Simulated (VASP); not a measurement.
A VASP calculation is set up with these files.

### INCAR
```
ALGO = Normal
EDIFF = 1E-6
ENCUT = 400
GGA = PE
ISIF = 2
ISMEAR = 0
LASPH = .TRUE.
LCHARG = .FALSE.
LMAXMIX = 4
LREAL = .FALSE.
LWAVE = .FALSE.
NELM = 100
PREC = Accurate
SIGMA = 0.05
SYSTEM = GaP
```

POSCAR:
```
GaP
1
    0.0000000000     2.7795000000     2.7795000000
    2.7795000000     0.0000000000     2.7795000000
    2.7795000000     2.7795000000     0.0000000000
Ga P
1 1
Direct
  0.0000000000   0.0000000000   0.0000000000
  0.2500000000   0.2500000000   0.2500000000
```

**KPOINTS**
```
Automatic mesh
0
gamma
  6 6 6
```

POTCAR, in this order: Ga_d P (PBE.64 set). Program: vasp_std.

### Question
Translate this PBE calculation to Ansatz.

### Answer
One equivalent input (not run):
Ansatz 0.2 input:
```yaml
crystal:
  lattice:
    - [0.0000000, 2.7795000, 2.7795000]
    - [2.7795000, 0.0000000, 2.7795000]
    - [2.7795000, 2.7795000, 0.0000000]
  atoms:
    - { symbol: Ga, position: [0.0000000, 0.0000000, 0.0000000] }
    - { symbol: P, position: [0.2500000, 0.2500000, 0.2500000] }
kpoints:
  mp_grid: { grid: [6, 6, 6] }
hamiltonian:
  xc: pbe
  pseudopotentials: { kind: paw }
scf:
  occupations: { method: gaussian, width: 0.05 }
  max_iter: 100
output: { forces: true, stress: true, eigenvalues: true }
```
Limits of the translation: each code has its own PAW files, so the cut-off isn't converted (ENCUT is set for VASP's; basis.ecutwfc is left out, and Ansatz then takes the one that its files recommend); Ansatz stops its SCF on the density residual and VASP on the energy change (EDIFF).

The compound is GaP in the zinc blende structure. The cell was not relaxed at this level.
